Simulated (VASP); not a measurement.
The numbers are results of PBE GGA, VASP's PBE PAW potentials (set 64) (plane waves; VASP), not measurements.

A VASP calculation is set up with these files.

INCAR:
```
SYSTEM = NaI
PREC = Accurate
ENCUT = 520
EDIFF = 1E-7
NELM = 100
ALGO = Normal
LREAL = .FALSE.
LASPH = .TRUE.
ISMEAR = 0
SIGMA = 0.05
GGA = PE
LMAXMIX = 4
LWAVE = .FALSE.
LCHARG = .FALSE.
LORBIT = 11
ICHARG = 11
```

File KPOINTS:
```
k-points along high-symmetry lines
15
Line-mode
Reciprocal
  0.000000   0.000000   0.000000 ! GAMMA
  0.500000   0.000000   0.500000 ! X

  0.500000   0.000000   0.500000 ! X
  0.625000   0.250000   0.625000 ! U

  0.375000   0.375000   0.750000 ! K
  0.000000   0.000000   0.000000 ! GAMMA

  0.000000   0.000000   0.000000 ! GAMMA
  0.500000   0.500000   0.500000 ! L

  0.500000   0.500000   0.500000 ! L
  0.500000   0.250000   0.750000 ! W

  0.500000   0.250000   0.750000 ! W
  0.500000   0.000000   0.500000 ! X
```

POSCAR:
```
NaI
1
    0.0000000000     3.2637976522     3.2637976522
    3.2637976522     0.0000000000     3.2637976522
    3.2637976522     3.2637976522     0.0000000000
Na I
1 1
Direct
  0.0000000000   0.0000000000   0.0000000000
  0.5000000000   0.5000000000   0.5000000000
```

POTCAR, in this order: Na_pv I (PBE.64 set). Program: vasp_std. Read from the step before: CHGCAR.

The run wrote:

OUTCAR:
```
 ion  position               nearest neighbor table
   1  0.000  0.000  0.000-
   2  0.500  0.500  0.500-
  LATTYP: Found a face centered cubic cell.
 ALAT       =     6.5275953044
 Subroutine PRICEL returns:
 Original cell was already a primitive cell.
 Subroutine GETGRP returns: Found 48 space group operations
The static configuration has the point symmetry O_h .
The dynamic configuration has the point symmetry O_h .
 Subroutine INISYM returns: Found 48 space group operations
   k-points           NKPTS =     90   k-points in BZ     NKDIM =     90   number of bands    NBANDS=     11
   number of dos      NEDOS =    301   number of ions     NIONS =      2
   total plane-waves  NPLWV =  46656
   dimension x,y,z NGX =    36 NGY =   36 NGZ =   36
   dimension x,y,z NGXF=    72 NGYF=   72 NGZF=   72
   ions per type =               1   1
   PREC   = accura    normal or accurate (medium, high low for compatibility)
   ISTART =      0    job   : 0-new  1-cont  2-samecut
   ICHARG =     11    charge: 1-file 2-atom 10-const
   ISPIN  =      1    spin polarized calculation?
   LNONCOLLINEAR =      F non collinear calculations
   LSORBIT =      F    spin-orbit coupling
   INIWAV =      1    electr: 0-lowe 1-rand  2-diag
   ENCUT  =  520.0 eV  38.22 Ry    6.18 a.u.   8.58  8.58  8.58*2*pi/ulx,y,z
   NELM   =    100;   NELMIN=  2; NELMDL= -5     # of ELM steps
   EDIFF  = 0.1E-06   stopping-criterion for ELM
   LREAL  =      F    real-space projection
   NLSPLINE    = F    spline interpolate recip. space projectors
   LMAXMIX     =    4 max onsite mixed and CHGCAR
   VOSKOWN=      0    Vosko Wilk Nusair interpolation
   EDIFFG = 0.1E-05   stopping-criterion for IOM
   NSW    =      0    number of steps for IOM
   NBLOCK =      1;   KBLOCK =      1    inner block; outer block
   IBRION =     -1    ionic relax: 0-MD 1-quasi-New 2-CG
   NFREE  =      0    steps in history (QN), initial steepest desc. (CG)
   ISIF   =      2    stress and relaxation
   ISYM   =      2    0-nonsym 1-usesym 2-fastsym
   TEIN   =    0.0    initial temperature
   TEBEG  =    0.0;   TEEND  =   0.0 temperature during run
...
```

### OSZICAR
```
       N       E                     dE             d eps       ncg     rms          rms(c)
DAV:   1     0.768092651254E+02    0.76809E+02   -0.68445E+03  1999   0.113E+03
DAV:   2     0.152981589438E+01   -0.75279E+02   -0.69973E+02  2089   0.232E+02
DAV:   3    -0.477546845425E+01   -0.63053E+01   -0.62680E+01  2384   0.681E+01
DAV:   4    -0.495779258652E+01   -0.18232E+00   -0.18220E+00  2430   0.122E+01
DAV:   5    -0.496271823573E+01   -0.49256E-02   -0.49255E-02  2376   0.205E+00
DAV:   6    -0.496294250805E+01   -0.22427E-03   -0.22427E-03  2802   0.420E-01
DAV:   7    -0.496294704739E+01   -0.45393E-05   -0.45393E-05  2442   0.441E-02
DAV:   8    -0.496294725282E+01   -0.20543E-06   -0.20542E-06  2084   0.808E-03
DAV:   9    -0.496294725816E+01   -0.53462E-08   -0.53541E-08  1550   0.152E-03
   1 F= -.49629473E+01 E0= -.49629473E+01  d E =-.541792E-15
```

File OUTCAR:
```
 val. band max:        0.6339034261   @ k =   0.0000   0.0000   0.0000

 cond. band min:       4.2088700407   @ k =   0.0000   0.0000   0.0000



 k-point     1 :       0.0000    0.0000    0.0000
  band No.  band energies     occupation
      1     -21.8365      2.00000
      2     -21.8365      2.00000
      3     -21.8365      2.00000
      4     -10.3204      2.00000
      5       0.6339      2.00000
      6       0.6339      2.00000
      7       0.6339      2.00000
      8       4.2089      0.00000
      9       8.5621      0.00000
     10       8.5621      0.00000
     11       8.5621      0.00000

 k-point     2 :       0.0357    0.0000    0.0357
  band No.  band energies     occupation
      1     -21.8365      2.00000
      2     -21.8365      2.00000
      3     -21.8365      2.00000
      4     -10.3159      2.00000
      5       0.5890      2.00000
      6       0.6233      2.00000
      7       0.6233      2.00000
      8       4.2741      0.00000
      9       8.4872      0.00000
     10       8.5909      0.00000
     11       8.5909      0.00000

 k-point     3 :       0.0714    0.0000    0.0714
  band No.  band energies     occupation
      1     -21.8367      2.00000
      2     -21.8366      2.00000
      3     -21.8366      2.00000
      4     -10.3026      2.00000
      5       0.4650      2.00000
      6       0.5924      2.00000
      7       0.5924      2.00000
      8       4.4577      0.00000
      9       8.2944      0.00000
     10       8.6761      0.00000
     11       8.6761      0.00000

 k-point     4 :       0.1071    0.0000    0.1071
  band No.  band energies     occupation
      1     -21.8369      2.00000
      2     -21.8366      2.00000
      3     -21.8366      2.00000
      4     -10.2811      2.00000
      5       0.2867      2.00000
      6       0.5436      2.00000
      7       0.5436      2.00000
      8       4.7297      0.00000
      9       8.0409      0.00000
     10       8.8143      0.00000
...
```

The density is held fixed in this step, so its total energy and stress have no physical meaning. Unless said otherwise, spin-orbit coupling is left out, though it shifts the bands of the heavy elements here.

The compound is NaI in the rock salt structure. It was relaxed first.
